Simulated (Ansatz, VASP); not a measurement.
**Cross-check of AsH3 (AsH3 molecule) between VASP and Ansatz**

One calculation is typed for both programs; each brings its own data sets. How far apart do they land? Of the first pair: The structure shown is the start of the Ansatz relaxation below; VASP solves that cell, so the two are compared at the walk's first step.

Program: Ansatz 0.2.0. Level of theory: plane waves, with VASP 6.6.1 beside it; single point at HSE06. Results are calculated unless marked as measured.

## 1. The starting structure

The cell holds 4 atoms: 1 As and 3 H. Its edges and angles: a = 11.000 Å, b = 11.500 Å, c = 12.000 Å, α = 90.0°, β = 90.0°, γ = 90.0°. Vacuum lies along a, b and c.

Coordinates:

```cif
data_structure
_symmetry_space_group_name_H-M 'P 1'
_symmetry_Int_Tables_number 1
_cell_length_a 11.0000
_cell_length_b 11.5000
_cell_length_c 12.0000
_cell_angle_alpha 90.000
_cell_angle_beta 90.000
_cell_angle_gamma 90.000
_cell_volume 1518.00
loop_
_atom_site_label
_atom_site_type_symbol
_atom_site_fract_x
_atom_site_fract_y
_atom_site_fract_z
_atom_site_occupancy
As1 As 0.50000 0.50000 0.55434 1
H2 H 0.50000 0.60977 0.48188 1
H3 H 0.59938 0.44512 0.48188 1
H4 H 0.40062 0.44512 0.48188 1
```

## 2. Ansatz: relaxation, HSE06

Ansatz runs on its default PAW (the set named soft_2) files.

The two programs are compared at the cell with which this relaxation starts, whose forces are those of its first step.

Input file input.yaml:

```yaml
crystal:
  lattice:
    - [11.0, 0.0, 0.0]
    - [0.0, 11.5, 0.0]
    - [0.0, 0.0, 12.0]
  atoms:
    - { symbol: As, position: [0.5, 0.4999998767, 0.5543448016] }
    - { symbol: H, position: [0.5, 0.6097682768, 0.4818845787] }
    - { symbol: H, position: [0.5993833744, 0.4451159232, 0.4818848098] }
    - { symbol: H, position: [0.4006166256, 0.4451159232, 0.4818848098] }
basis:
  ecutwfc: 420
  xc_grid: 2
hamiltonian:
  xc: hse06
kpoints:
  mp_grid: { grid: [1, 1, 1] }
scf:
  occupations: { method: fixed }
  max_iter: 150
output:
  forces: true
relax:
  f_tol: 0.01
  max_steps: 60
checkpoint:
  write: "../hse06.run"
  compress: false
  write_wavefunctions: false
  write_every: 100000
```

Launch:

```console
ansatz run input.yaml --threads 4 --pin off --max-ram 5652MiB --backend cpu --events-out ev --progress --plain --runs-dir out
```

Numbers of over 12 decimals in the logs are rounded to 6 here.

The log of the run:

```text
exact exchange: scf.exx.singularity resolves to wigner_seitz, which cuts the screened interaction at the faces of the exchange supercell's Wigner-Seitz cell, so that each pair interacts once, at the shortest of its separations (the periodic images that this leaves out come, for a point-like exchange hole, to about 0.002 eV on a filled level). The cut falls within the interaction's reach, and what an exchange supercel [...]
Engine: ansatz 0.2.0, aarch64-unknown-linux-gnu
Pseudopotentials: kind: paw
Pseudopotential: As, paw, valence charge 15, recommended cutoff 420 eV (normal), As.paw.azcp
Pseudopotential: H, paw, valence charge 1, recommended cutoff 420 eV (normal), H.paw.azcp
Functional definition: HSE06
  parameter a = 0.25
  parameter omega = 0.11/bohr
  exchange = pbe_x - a*pbe_x_sr(omega) + a*exact_x_sr(omega)
  correlation = pbe_c
davidson cushion auto → on  (no smearing: the cushion is to keep the highest requested band from converging to the state above it; pin scf.eigensolver.cushion to override)
Crystal: 4 atoms, lattice volume = 1518.000 Å³
Basis set: ecut = 420 eV, 29699 PW (Γ), exchange–correlation on 150×160×162 points (8 copies of the dense FFT grid, shifted against one another)
Bands: 13, of which v1, the nominal top of the filled ones, is band 9 counted from 1 (8 counted from 0)
Symmetry: 2 space group operations
Space group: Pm (ITA 6), of the structure as read, at distance tolerance 1.1e-4 Å
k-points: 1
Non-local potential: As, projectors of the file, l = 0: 2, l = 1: 2, l = 2: 3, l = 3: 1
Non-local potential: H, projectors of the file, l = 0: 2, l = 1: 1
PAW form: soft (Blöchl's): semilocal exchange-correlation on the pseudo side does not see the compensation charge
PAW frozen core: As, regenerated for the run's functional, and the local potential with it (the file was generated under x = pbe(κ = 0.804, μ = 0.219515), c = pbe(β = 0.066725))
PAW one-centre angular grid: As, 590 points (default); XC on 64 Gauss nodes
PAW one-centre angular grid: H, 110 points (default); XC on 64 Gauss nodes
Initial density: superposition of atomic densities (neutral atoms: chi_scale 0, normalization atom), corrected by the library's trained network
Initial wavefunctions: pseudopotential atomic-orbital guess
Functional: x = pbe(κ = 0.804, μ = 0.219515), c = pbe(β = 0.066725), warm-up for x = pbe(κ = 0.804, μ = 0.219515) + 0.25 (exact − pbe) at short range (hse, ω = 0.207870 Å⁻¹), c = pbe(β = 0.066725); HSE06 as pw.x's `hse` composes it (authors' and Libxc's form: `xc: wpbeh`)
SCF iter   1: F=—  HF=-4903.345555 eV  |F-HF|=—  |Δ(HF+E_count)|=         —  Δρ=5.36e-4  dr2=6.41e-3  ethr=1.77e-3  ⟨swp⟩=19.0  Hψ=89  notcnv=0
preconditioner: auto → none  [insulator: Δε(μ)=5.957 eV  Ē_g=9.753 eV  n_scr=56 (ndim 8)  ℏωp=2.7 eV  f_vac=0.917]
SCF iter   2: F=—  HF=-4903.352515 eV  |F-HF|=—  |Δ(HF+E_count)|=   6.96e-3  Δρ=2.31e-4  dr2=7.81e-4  ethr=3.56e-5  ⟨swp⟩=7.0  Hψ=49  notcnv=0  defer=1
SCF iter   3: F=—  HF=-4903.355536 eV  |F-HF|=—  |Δ(HF+E_count)|=   3.02e-3  Δρ=9.22e-5  dr2=1.11e-4  ethr=4.34e-6  ⟨swp⟩=4.0  Hψ=41  notcnv=0  defer=4
iter 4 solved again at ethr=1.65e-8 eV; its pass at ethr=6.18e-7 eV (dr2=2.96e-6 eV) is discarded
SCF iter   4: F=—  HF=-4903.356611 eV  |F-HF|=—  |Δ(HF+E_count)|=   1.07e-3  Δρ=1.76e-5  dr2=3.21e-6  ethr=1.65e-8  ⟨swp⟩=5.0  Hψ=92  notcnv=0  defer=4
SCF iter   5: F=—  HF=-4903.356659 eV  |F-HF|=—  |Δ(HF+E_count)|=   4.84e-5  Δρ=4.25e-6  dr2=1.76e-7  ethr=1.65e-8  ⟨swp⟩=4.0  Hψ=47  notcnv=0  defer=4
SCF iter   6: F=-4903.356662 eV  HF=-4903.356662 eV  |F-HF|=6.19e-8  |Δ(HF+E_count)|=   2.80e-6  Δρ=9.57e-7  dr2=1.43e-8  ethr=9.75e-10  ⟨swp⟩=5.0  Hψ=54  notcnv=0  defer=4
SCF 1 converged in 6 iterations: F = -4903.356662 eV  dr2 = 1.43e-8
  greatest PAW one-centre occupation: 0.999 electrons in one spin orbital (limit 2), on the As atom at site 0 (counted from 0), in its partial waves of l = 2
Initial density: handed on by an earlier stage of this run
Initial wavefunctions: those handed on with the density
[...]
Frozen-core exchange: fock
iter 1 solved again at ethr=7.17e-7 eV; its pass at ethr=1.00e-1 eV (dr2=1.29e-4 eV) is discarded
SCF iter   1: F=—  HF=-4904.622834 eV  |F-HF|=—  |Δ(HF+E_count)|=         —  Δρ=1.15e-4  dr2=1.97e-4  ethr=7.17e-7  ⟨swp⟩=15.0  Hψ=103  notcnv=0
preconditioner: auto → none  [insulator: Δε(μ)=6.790 eV  Ē_g=8.999 eV  n_scr=56 (ndim 8)  ℏωp=2.3 eV  f_vac=0.915]
iter 2 solved again at ethr=6.71e-8 eV; its pass at ethr=7.17e-7 eV (dr2=1.21e-5 eV) is discarded
[...]
SCF 7 stopped early in 4 iterations: F = -4904.623262 eV  dr2 = 2.38e-6
  Residual-converged pass: ⟨swp⟩=3.0  Hψ=31  notcnv=0  max |occ|·‖R‖ = 4.7e-5 eV (tolerance 5.6e-5 eV)  dr2=2.44e-6  dr2_onsite=2.76e-7  max |Δocc| = 0.0e0
hybrid outer 1: dexx = +5.196e-4 eV, tail = 9.33e-6 eV
Exchange kernel: α = 0.2500, screened, ω = 0.2079 Å⁻¹, Wigner–Seitz truncation, v(0) = 963.9577 eV·Å³, q-mesh 1×1×1, nearest image of the exchange supercell L = 11.00 Å, pair-density grid 45×48×50, without the augmentation charges, whose exchange is taken in its separable form (sized by the pseudopotential files, 75×80×81 at the most)
Frozen-core exchange: fock
[...]
Exchange kernel: α = 0.2500, screened, ω = 0.2079 Å⁻¹, Wigner–Seitz truncation, v(0) = 963.9577 eV·Å³, q-mesh 1×1×1, nearest image of the exchange supercell L = 11.00 Å, pair-density grid 45×48×50, without the augmentation charges, whose exchange is taken in its separable form (sized by the pseudopotential files, 75×80×81 at the most)
Frozen-core exchange: fock
[...]
SCF iter   1: F=—  HF=-4904.623231 eV  |F-HF|=—  |Δ(HF+E_count)|=         —  Δρ=2.63e-5  dr2=1.14e-5  ethr=2.46e-7  ⟨swp⟩=14.0  Hψ=87  notcnv=0
preconditioner: auto → none  [insulator: Δε(μ)=6.785 eV  Ē_g=8.995 eV  n_scr=56 (ndim 8)  ℏωp=2.3 eV  f_vac=0.915]
iter 2 solved again at ethr=4.05e-9 eV; its pass at ethr=5.75e-8 eV (dr2=7.29e-7 eV) is discarded
SCF iter   2: F=—  HF=-4904.623228 eV  |F-HF|=—  |Δ(HF+E_count)|=   2.85e-6  Δρ=1.03e-5  dr2=3.50e-6  ethr=4.05e-9  ⟨swp⟩=4.0  Hψ=83  notcnv=0  defer=3
SCF iter   3: F=—  HF=-4904.623259 eV  |F-HF|=—  |Δ(HF+E_count)|=   3.10e-5  Δρ=9.84e-6  dr2=1.66e-6  ethr=4.05e-9  ⟨swp⟩=9.0  Hψ=66  notcnv=0  defer=1
SCF iter   4: F=—  HF=-4904.623259 eV  |F-HF|=—  |Δ(HF+E_count)|=   5.10e-7  Δρ=3.14e-6  dr2=1.25e-7  ethr=4.05e-9  ⟨swp⟩=6.0  Hψ=46  notcnv=0  defer=1
SCF iter   5: F=-4904.623259 eV  HF=-4904.623259 eV  |F-HF|=1.34e-9  |Δ(HF+E_count)|=   7.99e-9  Δρ=1.18e-6  dr2=4.27e-8  ethr=5.02e-10  ⟨swp⟩=4.0  Hψ=42  notcnv=0  defer=4
SCF 9 converged in 5 iterations: F = -4904.623259 eV  dr2 = 4.27e-8
  Residual-converged pass: ⟨swp⟩=3.0  Hψ=31  notcnv=0  max |occ|·‖R‖ = 5.7e-6 eV (tolerance 6.7e-6 eV)  dr2=4.27e-8  dr2_onsite=1.61e-9  max |Δocc| = 0.0e0
hybrid outer 1: dexx = +3.242e-5 eV, tail = 4.46e-7 eV
Exchange kernel: α = 0.2500, screened, ω = 0.2079 Å⁻¹, Wigner–Seitz truncation, v(0) = 963.9577 eV·Å³, q-mesh 1×1×1, nearest image of the exchange supercell L = 11.00 Å, pair-density grid 45×48×50, without the augmentation charges, whose exchange is taken in its separable form (sized by the pseudopotential files, 75×80×81 at the most)
Frozen-core exchange: fock
SCF iter   1: F=—  HF=-4904.623256 eV  |F-HF|=—  |Δ(HF+E_count)|=         —  Δρ=1.73e-6  dr2=3.92e-8  ethr=1.24e-8  ⟨swp⟩=7.0  Hψ=37  notcnv=0
preconditioner: auto → none  [insulator: Δε(μ)=6.784 eV  Ē_g=8.998 eV  n_scr=56 (ndim 8)  ℏωp=2.3 eV  f_vac=0.915]
SCF iter   2: F=-4904.623256 eV  HF=-4904.623256 eV  |F-HF|=1.22e-9  |Δ(HF+E_count)|=   4.42e-9  Δρ=4.24e-7  dr2=2.97e-9  ethr=2.02e-10  ⟨swp⟩=4.0  Hψ=42  notcnv=0  defer=4
SCF 10 converged in 2 iterations: F = -4904.623256 eV  dr2 = 2.97e-9
  Residual-converged pass: ⟨swp⟩=3.0  Hψ=35  notcnv=0  max |occ|·‖R‖ = 6.7e-7 eV (tolerance 1.1e-6 eV)  dr2=2.94e-9  dr2_onsite=6.76e-10  max |Δocc| = 0.0e0
hybrid outer 2: dexx = +4.698e-9 eV, tail = 7.48e-9 eV, Δε = 2.77e-4 eV (about 1.19e-4 eV left of the loop's levels), ΔF = 4.72e-3 eV/Å (tail 3.41e-3)
Exchange kernel: α = 0.2500, screened, ω = 0.2079 Å⁻¹, Wigner–Seitz truncation, v(0) = 963.9577 eV·Å³, q-mesh 1×1×1, nearest image of the exchange supercell L = 11.00 Å, pair-density grid 45×48×50, without the augmentation charges, whose exchange is taken in its separable form (sized by the pseudopotential files, 75×80×81 at the most)
Frozen-core exchange: fock
SCF iter   1: F=—  HF=-4904.623256 eV  |F-HF|=—  |Δ(HF+E_count)|=         —  Δρ=5.06e-7  dr2=3.52e-9  ethr=2.08e-10  ⟨swp⟩=10.0  Hψ=46  notcnv=0
SCF iter   2: F=-4904.623256 eV  HF=-4904.623256 eV  |F-HF|=1.70e-10  |Δ(HF+E_count)|=   1.47e-9  Δρ=1.94e-7  dr2=4.38e-10  ethr=1.94e-11  ⟨swp⟩=5.0  Hψ=39  notcnv=0  defer=2
SCF 11 converged in 2 iterations: F = -4904.623256 eV  dr2 = 4.38e-10
  Residual-converged pass: ⟨swp⟩=4.0  Hψ=36  notcnv=0  max |occ|·‖R‖ = 2.4e-7 eV (tolerance 3.0e-7 eV)  dr2=4.26e-10  dr2_onsite=1.84e-10  max |Δocc| = 0.0e0
hybrid outer 3: dexx = +2.444e-11 eV, tail = 1.25e-9 eV, Δε = 7.54e-6 eV (about 2.22e-5 eV left of the loop's levels), ΔF = 9.50e-5 eV/Å (tail 2.55e-4)
relax step   4: F+E_penalty+E_count = -4904.62325610 eV  Δ(F+E_penalty+E_count) = -2.213e-5 eV  max|allowed force component| = 1.083e-4 eV/Å  Δτ_max = 0.0014 Å  (9 SCF iters, accepted)
hybrid SCF converged: 3 outer / 9 inner (+0 warm-up), last move |dexx| = 2.44e-11 eV, tail = 1.25e-9 eV
Stability not checked: this state was not tested for a lower state beside it, because the functional holds exact exchange (a hybrid, or Hartree-Fock), whose exchange loop this test does not read (fock_operator; see scf.lower_state_search)
Free energy (F): -4904.623256 eV
Frozen-core exchange: fock
Harris-Foulkes:  -4904.623256 eV  (|F-HF|=1.70e-10)
Internal energy: -4904.623256 eV  (E = F + TS)
E sigma→0 (E₀):  -4904.623256 eV
Fermi energy:    -7.278448 eV
--- Per-component energies (eV) ---
  E_band       = -520.190088
  E_kinetic    = 140.511015
  E_local      = -4556.602420  (includes V_loc(G=0)·N_el)
  E_nonlocal   = -665.981313
  E_hartree    = 2245.579391
  E_xc         = -84.594219
  E_vxc        = -89.780600  (∫ρ·V_xc dr)
  E_exx        = -66.478141  (= α·E_x^exact, valence–valence)
  E_paw        = -1790.459347  (= ΣΔE_a)
  E_vpaw       = 293.464472  (= ΣTr[D̂ρ^β])
  E_aug_tail   = -0.003504  (compensation charges beyond the density's cutoff)
  E_ewald      = -125.834476
  E_core_change = -0.760244  (= ΣΔE_core)
  E_smearing   = -0.000000  (= −TS)
  E_closure    = -0.000001  (closes the sum)
  Σ components = -4904.623256   (vs F -4904.623256, Δ=0.00e0)
--- Forces (eV/Å), atoms counted from 1 ---
  atom   1  As     0.00000000     0.00001363     0.00011076
  atom   2  H      0.00000000    -0.00004269    -0.00005889
  atom   3  H     -0.00003255     0.00001273    -0.00002108
  atom   4  H      0.00003255     0.00001273    -0.00002108
  max |Σ_I F_I| component: 9.70e-6 eV/Å
--- Band table (eV) ---
  k-point 0: bands = [... 5 lower, -17.4378, -9.5916, -9.5916, -7.2784, -0.4945, 0.2163]
  guard bands above this table: 2 of the run's 13 bands. The solve was not asked for them (output.publish_guard_bands: true or output.eigenvalues: true publishes all)
--- Relaxed structure (4 steps of the walk, 4 accepted, 0 SCFs on fresh bases) ---
  F+E_penalty+E_count = -4904.62325610 eV   max|allowed force component| = 1.083e-4 eV/Å
  atoms:
    - { symbol: As, position: [0.5, 0.500000, 0.553041] }
    - { symbol: H, position: [0.5, 0.609478, 0.482319] }
    - { symbol: H, position: [0.599121, 0.445261, 0.482319] }
    - { symbol: H, position: [0.400879, 0.445261, 0.482319] }
```

## 3. VASP: single point, HSE06, start cell, pair 1

The same cell, functional and mesh now go to VASP, with its own data sets.

Lines of VASP's logs that name or quote its potential files are left out, and so is its time.

The run reads the wave functions of an earlier VASP run, which isn't shown here.

Input file INCAR:

```
SYSTEM = AsH3
PREC = Accurate
ENCUT = 910
EDIFF = 1E-06
NELM = 100
ISMEAR = 0
SIGMA = 0.01
LREAL = .FALSE.
ALGO = Normal
LHFCALC = .TRUE.
AEXX = 0.25
GGA = PE
HFSCREEN = 0.208
LASPH = .TRUE.
NBANDS = 10
PRECFOCK = Fast
LORBIT = 11
LWAVE = .FALSE.
LCHARG = .FALSE.
ISIF = 2
```

Input file POSCAR:

```
AsH3
1.0
   11.0000000000      0.0000000000      0.0000000000
    0.0000000000     11.5000000000      0.0000000000
    0.0000000000      0.0000000000     12.0000000000
As H
1 3
Direct
    0.5000000000      0.4999999130      0.5543448333
    0.5000000000      0.6097682609      0.4818845833
    0.5993833636      0.4451159130      0.4818848333
    0.4006166364      0.4451159130      0.4818848333
```

Input file KPOINTS:

```
Automatic mesh
0
Gamma
1 1 1
0 0 0
```

PAW data sets: As and H_h (PBE family, release 64).

Launch:

```console
export OMP_NUM_THREADS=3
mpirun -np 1 vasp_gam
```

The log of the run:

```text
[banner, memory and clock lines left out]
running    1 mpi-ranks, on    1 nodes
 distrk:  each k-point on    1 cores,    1 groups
 distr:  one band on    1 cores,    1 groups
 Offloading initialized ...    1 GPUs detected
 POSCAR found type information on POSCAR AsH
 POSCAR found :  2 types and       4 ions
 LDA part: xc-table for (Slater+PW92), standard interpolation
 found WAVECAR, reading the header
 POSCAR, INCAR and KPOINTS ok, starting setup
 FFT: planning ... GRIDC
 FFT: planning ... GRID_SOFT
 FFT: planning ... GRID
 reading WAVECAR
 the WAVECAR file was read successfully
 initial charge from wavefunction
 entering main loop
       N       E                     dE             d eps       ncg     rms          rms(c)
DAV:   1    -0.168325645364E+02   -0.16833E+02   -0.40860E-01    20   0.460E+00    0.234E+00
DAV:   2    -0.168349541211E+02   -0.23896E-02   -0.59105E-03    36   0.505E-01    0.152E+00
DAV:   3    -0.168343800837E+02    0.57404E-03   -0.12808E-04    32   0.670E-02    0.888E-01
DAV:   4    -0.168341260690E+02    0.25401E-03   -0.85285E-05    32   0.513E-02    0.509E-01
DAV:   5    -0.168340250816E+02    0.10099E-03   -0.36958E-05    32   0.323E-02    0.292E-01
DAV:   6    -0.168339876899E+02    0.37392E-04   -0.14911E-05    32   0.200E-02    0.167E-01
DAV:   7    -0.168339772504E+02    0.10440E-04   -0.58835E-06    32   0.125E-02    0.956E-02
DAV:   8    -0.168339789977E+02   -0.17473E-05   -0.22618E-06    20   0.772E-03    0.546E-02
DAV:   9    -0.168339861265E+02   -0.71288E-05   -0.10118E-06    28   0.502E-03    0.309E-02
DAV:  10    -0.168339955648E+02   -0.94383E-05   -0.49030E-07    28   0.333E-03    0.175E-02
DAV:  11    -0.168340057237E+02   -0.10159E-04   -0.28988E-07    28   0.239E-03    0.986E-03
DAV:  12    -0.168340158010E+02   -0.10077E-04   -0.19713E-07    24   0.184E-03    0.560E-03
DAV:  13    -0.168340253865E+02   -0.95855E-05   -0.15102E-07    24   0.151E-03    0.321E-03
DAV:  14    -0.168340343009E+02   -0.89145E-05   -0.11899E-07    24   0.128E-03    0.191E-03
[...]
DAV:  27    -0.168340970295E+02   -0.22987E-05   -0.11093E-08    32   0.433E-04    0.228E-04
DAV:  28    -0.168340990661E+02   -0.20366E-05   -0.93767E-09    28   0.403E-04    0.206E-04
DAV:  29    -0.168341008667E+02   -0.18006E-05   -0.79339E-09    32   0.374E-04    0.186E-04
DAV:  30    -0.168341024559E+02   -0.15893E-05   -0.66900E-09    28   0.345E-04    0.168E-04
DAV:  31    -0.168341038576E+02   -0.14017E-05   -0.56631E-09    32   0.316E-04    0.152E-04
DAV:  32    -0.168341050928E+02   -0.12352E-05   -0.47723E-09    28   0.289E-04    0.138E-04
DAV:  33    -0.168341061814E+02   -0.10887E-05   -0.40260E-09    32   0.263E-04    0.125E-04
DAV:  34    -0.168341071412E+02   -0.95979E-06   -0.33841E-09    28   0.241E-04
   1 F= -.16834107E+02 E0= -.16834107E+02  d E =-.325625E-16
```

From OUTCAR (step 3):

```text
ion  position               nearest neighbor table
   1  0.500  0.500  0.554-   3 1.53   4 1.53   2 1.53
   2  0.500  0.610  0.482-   1 1.53
   3  0.599  0.445  0.482-   1 1.53
   4  0.401  0.445  0.482-   1 1.53

  LATTYP: Found a simple orthorhombic cell.
 ALAT       =    11.0000000000
 B/A-ratio  =     1.0454545455
 C/A-ratio  =     1.0909090909

 Subroutine GETGRP returns: Found  2 space group operations
 (whereof  2 operations were pure point group operations)

The static configuration has the point symmetry C_1h.

 Found      1 irreducible k-points:

   k-points           NKPTS =      1   k-points in BZ     NKDIM =      1   number of bands    NBANDS=     10

   dimension x,y,z NGX =   108 NGY =  120 NGZ =  120
   dimension x,y,z NGXF=   216 NGYF=  240 NGZF=  240

   ENCUT  =  910.0 eV  66.88 Ry    8.18 a.u.  27.06 28.29 29.52*2*pi/ulx,y,z

   NELECT =       8.0000    total number of electrons

 k-points in reciprocal lattice and weights: Automatic mesh
   0.00000000  0.00000000  0.00000000       1.000

  exchange ACFDT corr.  =         0.00000000  see jH, gK, PRB 81, 115126

 average (electrostatic) potential at core
       1 -54.9113       2 -40.1345       3 -40.1346       4 -40.1346

 E-fermi :  -7.3513

 k-point     1 :       0.0000    0.0000    0.0000
  band No.  band energies     occupation
      1     -17.4820      2.00000
      2      -9.6006      2.00000
      3      -9.6004      2.00000
      4      -7.4085      2.00000
      5      -0.5889      0.00000
      6       0.0760      0.00000
      7       0.1101      0.00000
      8       0.6134      0.00000
      9       0.8291      0.00000
    ...

  Total       -0.3418860     -0.3402893     -0.4203293      0.0000000     -0.0000519      0.0000000
  in kB       -0.3608445     -0.3591593     -0.4436377      0.0000000     -0.0000548      0.0000000
  external PRESSURE =      -0.3878805 kB  Pullay stress =       0.0000000 kB

  energy-cutoff  :      910.00
  volume of cell :     1518.00
      direct lattice vectors                 reciprocal lattice vectors
    11.000000000  0.000000000  0.000000000     0.090909091  0.000000000  0.000000000
     0.000000000 11.500000000  0.000000000     0.000000000  0.086956522  0.000000000
     0.000000000  0.000000000 12.000000000     0.000000000  0.000000000  0.083333333

 POSITION                                       TOTAL-FORCE (eV/Angst)
 -----------------------------------------------------------------------------------
      5.50000      5.75000      6.65214         0.000000     -0.000201     -0.446157
      5.50000      7.01234      5.78261         0.000000     -0.161640      0.148749
      6.59322      5.11883      5.78262        -0.139728      0.080920      0.148704
      4.40678      5.11883      5.78262         0.139728      0.080920      0.148704
 -----------------------------------------------------------------------------------
    total drift:                                0.000000      0.000543      0.000306

  FREE ENERGIE OF THE ION-ELECTRON SYSTEM (eV)
  ---------------------------------------------------
  free  energy   TOTEN  =       -16.8341071412 eV

  energy  without entropy=      -16.8341071412  energy(sigma->0) =      -16.83410714

 total charge
# of ion       s       p       d       tot
------------------------------------------
    1        1.258   1.595   0.075   2.928
    2        0.303   0.004   0.000   0.308
    3        0.303   0.004   0.000   0.308
    4        0.303   0.004   0.000   0.308
--------------------------------------------------
tot          2.168   1.607   0.075   3.851
```

The run ends at a pressure of -0.04 GPa, with forces up to 0.45 eV/Å.

(Continued in part 2 of 2.)

[Lines on the potential files, build, host, timing and source positions are cut from VASP's logs without a mark.]

[Logs are printed without paths, hosts, clocks, repeated set-up lines and the standing remarks that a program may print on its own settings, such as how far it seeks lower states.]

[Hosts, paths, dates, database ids (printed as entryN), source tags and the programs' standing remarks are cut or masked in the printed files.]
